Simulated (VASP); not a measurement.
```
AlN
1.0
    0.00000     2.19344     2.19344
    2.19344     0.00000     2.19344
    2.19344     2.19344     0.00000
Al N
1 1
Direct
  0.00000   0.00000   0.00000
  0.25000   0.25000   0.25000
```

Calculation: vdW-DF-cx, VASP's PBE PAW potentials (set 64) (plane waves; VASP 6.6.1). Numerical set-up: 520 eV cut-off, 10×10×10 Γ-centred mesh, Gaussian smearing of 0.050 eV, potentials Al N.

### Question
What does the run give for the energy per atom (σ→0), band gap (on the k-mesh) with the smallest direct gap where there is one?

### Answer

| Property | Result |
|---|---|
| band gap (on the k-mesh) | 3.27 eV |
| smallest direct gap (on the k-mesh) | 4.12 eV |
| energy per atom (σ→0) | -607.4 kJ/mol-atom |

The compound is AlN in the zinc blende structure, a metastable form; wurtzite is the usual one. It was relaxed first.
